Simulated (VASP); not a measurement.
The input files of a VASP run:

KPOINTS:
```
Automatic mesh
0
Gamma
15 15 15
0 0 0
```

File POSCAR:
```
Mo
1
   -1.5750000000     1.5750000000     1.5750000000
    1.5750000000    -1.5750000000     1.5750000000
    1.5750000000     1.5750000000    -1.5750000000
Mo
1
Direct
  0.0000000000   0.0000000000   0.0000000000
```

**INCAR**
```
! general
SYSTEM   =  Mo
PREC     =  Accurate
ENCUT    =  520
LREAL    =  .False.
LASPH    =  .True.

! electronic loop
EDIFF    =  1E-6
NELM     =  100
ALGO     =  Normal
LMAXMIX  =  4

! smearing
ISMEAR   =  1
SIGMA    =  0.1

! functional
GGA      =  PE
IVDW     =  13

! ions
IBRION   =  2
NSW      =  60
ISIF     =  3
EDIFFG   =  -0.01

! output
LWAVE    =  .False.
LCHARG   =  .False.
```

POTCAR, in this order: Mo_sv (PBE.64 set). Program: vasp_std.

Translate this PBE-D4 calculation to Ansatz.

One equivalent input (not run):
Ansatz 0.2 input:
```yaml
crystal:
  lattice:
    - [-1.5750000, 1.5750000, 1.5750000]
    - [1.5750000, -1.5750000, 1.5750000]
    - [1.5750000, 1.5750000, -1.5750000]
  atoms:
    - { symbol: Mo, position: [0.0000000, 0.0000000, 0.0000000] }
kpoints:
  mp_grid: { grid: [15, 15, 15] }
hamiltonian:
  xc: pbe
  dispersion: d4
  pseudopotentials: { kind: paw }
scf:
  occupations: { method: methfessel_paxton, width: 0.1 }
  max_iter: 100
relax:
  max_steps: 60
  f_tol: 0.01
  cell: {}
output: { forces: true, stress: true, eigenvalues: true }
```
The two are equivalent in intent, not identical: each code has its own PAW files, so the cut-off isn't converted (ENCUT is set for VASP's; basis.ecutwfc is left out, and Ansatz then takes the one that its files recommend); Ansatz stops its SCF on the density residual and VASP on the energy change (EDIFF).

The compound is Mo in the bcc structure. This run relaxes it. Symmetry was kept, so distortions that lower it aren't found.
